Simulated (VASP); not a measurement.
All values below come from PBEsol GGA, VASP's PBE PAW potentials (set 64) (plane waves; VASP).

VASP input:

**KPOINTS**
```
K-points
0
gamma
  9 9 5
0 0 0
```

**INCAR**
```
IBRION=2   ! conjugate gradients
PREC=Accurate
SIGMA=0.05   ! width (eV)
NSW=60   ! most ionic steps
SYSTEM=As
LCHARG=.FALSE.
EDIFFG=-0.01   ! ionic stop
GGA=PS   ! PBEsol
ISIF=3   ! ions, shape and volume
ENCUT=400   ! plane-wave cut-off (eV)
NELM=100   ! most electronic steps
LREAL=.FALSE.   ! projection in real space or not
LMAXMIX=4   ! l cut-off of mixed one-centre charges
EDIFF=1E-6   ! SCF stop (eV)
LASPH=.TRUE.
LWAVE=.FALSE.
ISMEAR=0   ! Gaussian
ALGO=Normal   ! blocked Davidson
```

POSCAR:
```
As
1
    3.0166600000     0.0000000000     0.0000000000
   -1.5083300000     2.6125050000     0.0000000000
    0.0000000000     0.0000000000     4.8978310000
As
2
Direct
  0.3333330000   0.6666670000   0.2500000000
  0.6666670000   0.3333330000   0.7500000000
```

POTCAR, in this order: As (PBE.64 set). Program: vasp_std.

Output

OSZICAR:
```
       N       E                     dE             d eps       ncg     rms          rms(c)
DAV:   1     0.227927929078E+02    0.22793E+02   -0.37939E+03   648   0.755E+02
DAV:   2    -0.844398612765E+01   -0.31237E+02   -0.30215E+02  1009   0.111E+02
DAV:   3    -0.932561323955E+01   -0.88163E+00   -0.87208E+00   719   0.223E+01
DAV:   4    -0.933309435010E+01   -0.74811E-02   -0.71953E-02   797   0.164E+00
DAV:   5    -0.933311575853E+01   -0.21408E-04   -0.21401E-04   708   0.774E-02    0.266E+00
DAV:   6    -0.932197754146E+01    0.11138E-01   -0.67469E-03   694   0.499E-01    0.154E+00
DAV:   7    -0.931692437973E+01    0.50532E-02   -0.11972E-02   674   0.661E-01    0.669E-02
DAV:   8    -0.931692588730E+01   -0.15076E-05   -0.10956E-04   685   0.908E-02    0.106E-02
DAV:   9    -0.931692571649E+01    0.17080E-06   -0.87416E-07   665   0.738E-03
   1 F= -.93169257E+01 E0= -.93155575E+01  d E =-.931693E+01
       N       E                     dE             d eps       ncg     rms          rms(c)
DAV:   1    -0.941650285262E+01   -0.99577E-01   -0.24525E+00   659   0.978E+00    0.137E+00
DAV:   2    -0.936270621088E+01    0.53797E-01   -0.38854E-02   659   0.159E+00    0.730E-01
DAV:   3    -0.933851550123E+01    0.24191E-01   -0.51938E-02   663   0.135E+00    0.161E-01
DAV:   4    -0.933853109096E+01   -0.15590E-04   -0.22071E-04   669   0.141E-01    0.629E-02
DAV:   5    -0.933850920811E+01    0.21883E-04   -0.44331E-05   758   0.458E-02    0.359E-03
DAV:   6    -0.933850892237E+01    0.28575E-06   -0.51050E-07   373   0.868E-03
   2 F= -.93385089E+01 E0= -.93371302E+01  d E =-.215832E-01
       N       E                     dE             d eps       ncg     rms          rms(c)
DAV:   1    -0.935122264688E+01   -0.12713E-01   -0.22571E-01   658   0.285E+00    0.401E-01
DAV:   2    -0.934619284897E+01    0.50298E-02   -0.36939E-03   662   0.494E-01    0.219E-01
DAV:   3    -0.934392325958E+01    0.22696E-02   -0.48369E-03   659   0.418E-01    0.425E-02
DAV:   4    -0.934392450824E+01   -0.12487E-05   -0.15279E-05   677   0.396E-02    0.351E-02
DAV:   5    -0.934392548640E+01   -0.97816E-06   -0.23711E-06   663   0.140E-02
   3 F= -.93439255E+01 E0= -.93426268E+01  d E =-.269998E-01
       N       E                     dE             d eps       ncg     rms          rms(c)
DAV:   1    -0.934393638367E+01   -0.11875E-04   -0.47528E-04   665   0.133E-01    0.194E-02
DAV:   2    -0.934392566553E+01    0.10718E-04   -0.76688E-06   664   0.226E-02    0.106E-02
DAV:   3    -0.934392051521E+01    0.51503E-05   -0.99690E-06   664   0.189E-02    0.188E-03
DAV:   4    -0.934392055109E+01   -0.35881E-07   -0.31835E-08   331   0.183E-03
   4 F= -.93439206E+01 E0= -.93426294E+01  d E =-.269948E-01
       N       E                     dE             d eps       ncg     rms          rms(c)
DAV:   1    -0.934548038778E+01   -0.15599E-02   -0.27960E-02   670   0.102E+00    0.845E-02
DAV:   2    -0.934531414452E+01    0.16624E-03   -0.68657E-04   668   0.193E-01    0.480E-02
DAV:   3    -0.934520757753E+01    0.10657E-03   -0.25706E-04   700   0.927E-02    0.471E-03
DAV:   4    -0.934520805584E+01   -0.47831E-06   -0.77872E-06   642   0.205E-02
   5 F= -.93452081E+01 E0= -.93440542E+01  d E =-.128750E-02
       N       E                     dE             d eps       ncg     rms          rms(c)
DAV:   1    -0.934990113645E+01   -0.46936E-02   -0.19420E-01   672   0.269E+00    0.227E-01
DAV:   2    -0.934865168364E+01    0.12495E-02   -0.47684E-03   667   0.507E-01    0.130E-01
DAV:   3    -0.934785560145E+01    0.79608E-03   -0.19070E-03   707   0.252E-01    0.118E-02
DAV:   4    -0.934785902601E+01   -0.34246E-05   -0.56646E-05   669   0.556E-02    0.944E-03
DAV:   5    -0.934785872833E+01    0.29768E-06   -0.22525E-06   451   0.103E-02
   6 F= -.93478587E+01 E0= -.93466879E+01  d E =-.393818E-02
       N       E                     dE             d eps       ncg     rms          rms(c)
DAV:   1    -0.934786008168E+01   -0.10557E-05   -0.14185E-04   671   0.724E-02    0.629E-03
DAV:   2    -0.934785907353E+01    0.10082E-05   -0.36282E-06   657   0.139E-02    0.359E-03
DAV:   3    -0.934785847049E+01    0.60304E-06   -0.14663E-06   333   0.706E-03
   7 F= -.93478585E+01 E0= -.93466729E+01  d E =-.393792E-02
       N       E                     dE             d eps       ncg     rms          rms(c)
DAV:   1    -0.934815241193E+01   -0.29334E-03   -0.11910E-02   661   0.675E-01    0.878E-02
DAV:   2    -0.934792544182E+01    0.22697E-03   -0.24708E-04   659   0.125E-01    0.484E-02
DAV:   3    -0.934781703480E+01    0.10841E-03   -0.24465E-04   663   0.936E-02    0.926E-03
DAV:   4    -0.934781724003E+01   -0.20523E-06   -0.13396E-06   577   0.110E-02
   8 F= -.93478172E+01 E0= -.93465407E+01  d E =0.412305E-04
       N       E                     dE             d eps       ncg     rms          rms(c)
DAV:   1    -0.934801680685E+01   -0.19977E-03   -0.41209E-03   661   0.398E-01    0.516E-02
DAV:   2    -0.934793958545E+01    0.77221E-04   -0.85348E-05   658   0.734E-02    0.284E-02
DAV:   3    -0.934790411260E+01    0.35473E-04   -0.84733E-05   660   0.551E-02    0.554E-03
DAV:   4    -0.934790403454E+01    0.78061E-07   -0.45217E-07   378   0.648E-03
   9 F= -.93479040E+01 E0= -.93466884E+01  d E =-.455640E-04
```

File OUTCAR:
```
------------------------ aborting loop because EDIFF is reached ----------------------------------------
  FORCE on cell =-STRESS in cart. coord.  units (eV):
  Direction    XX          YY          ZZ          XY          YZ          ZX
  --------------------------------------------------------------------------------------
  Total       -0.0003292     -0.0003292      0.0146712      0.0000000      0.0000000      0.0000000
  in kB       -0.0143789     -0.0143789      0.6408213      0.0000000      0.0000000      0.0000000
  external PRESSURE =       0.2040212 kB  Pullay stress =       0.0000000 kB
  volume of cell :       36.68
      direct lattice vectors                 reciprocal lattice vectors
     2.988221806 -0.000000000 -0.000000000     0.334647180  0.193208581 -0.000000000
    -1.494110903  2.587876778 -0.000000000     0.000000000  0.386417162 -0.000000000
    -0.000000000  0.000000000  4.743319585     0.000000000  0.000000000  0.210822818
 POSITION                                       TOTAL-FORCE (eV/Angst)
 -----------------------------------------------------------------------------------
     -0.00000      1.72525      1.18583         0.000000      0.000000      0.000000
      1.49411      0.86262      3.55749        -0.000000     -0.000000     -0.000000
 -----------------------------------------------------------------------------------
    total drift:                                0.000039     -0.000022      0.000067
  FREE ENERGIE OF THE ION-ELECTRON SYSTEM (eV)
  ---------------------------------------------------
  free  energy   TOTEN  =        -9.3479040345 eV

  energy  without entropy=       -9.3454728028  energy(sigma->0) =       -9.34668842

 reached required accuracy - stopping structural energy minimisation
```
(Selected blocks of OUTCAR.)

File CONTCAR:
```
As
   1.00000000000000
     2.9882218061164112   -0.0000000000000000   -0.0000000000000000
    -1.4941109030582056    2.5878767783608962   -0.0000000000000001
    -0.0000000000000000    0.0000000000000000    4.7433195847177592
  As
     2
Direct
     0.3333330000000032    0.6666669999999968    0.2500000000000000
     0.6666669999999968    0.3333330000000032    0.7500000000000000
```

File OUTCAR:
```
 val. band max:        6.7461343242   @ k =   0.3333   0.2222   0.2000

 cond. band min:       6.7775224095   @ k =   0.2222   0.0000   0.4000


 Fermi energy:         6.7606515206

 k-point     1 :       0.0000    0.0000    0.0000
  band No.  band energies     occupation
      1      -8.6541      2.00000
      2      -3.6577      2.00000
      3      -0.1400      2.00000
      4      10.6626      0.00000
      5      10.6626      0.00000
      6      12.5408      0.00000
      7      12.5409      0.00000
      8      13.3991      0.00000
      9      16.0036      0.00000

 k-point     2 :       0.1111    0.0000    0.0000
  band No.  band energies     occupation
      1      -8.3934      2.00000
      2      -3.4331      2.00000
      3       0.1266      2.00000
      4       8.5367      0.00000
      5       9.8724      0.00000
      6      11.3813      0.00000
      7      12.6529      0.00000
      8      13.0090      0.00000
      9      16.3267      0.00000

 k-point     3 :       0.2222    0.0000    0.0000
  band No.  band energies     occupation
      1      -7.6183      2.00000
      2      -2.8021      2.00000
      3       0.9161      2.00000
      4       5.2237      2.00000
      5       8.6490      0.00000
      6       8.9273      0.00000
      7      11.5770      0.00000
      8      12.2270      0.00000
      9      14.2363      0.00000

 k-point     4 :       0.3333    0.0000    0.0000
  band No.  band energies     occupation
      1      -6.3632      2.00000
      2      -2.0470      2.00000
      3       2.1836      2.00000
      4       2.4458      2.00000
      5       6.2543      2.00000
      6       7.7009      0.00000
      7       9.2772      0.00000
      8      11.5857      0.00000
      9      12.7844      0.00000

 k-point     5 :       0.4444    0.0000    0.0000
  band No.  band energies     occupation
      1      -4.8109      2.00000
      2      -2.3874      2.00000
      3       1.6623      2.00000
...
```

Energy and stress use the plane-wave basis of the starting cell.

The structure was generated: As was put into the hcp type (P6_3/mmc), which need not be its known phase. This run relaxes it. Symmetry was kept, so distortions that lower it aren't found.
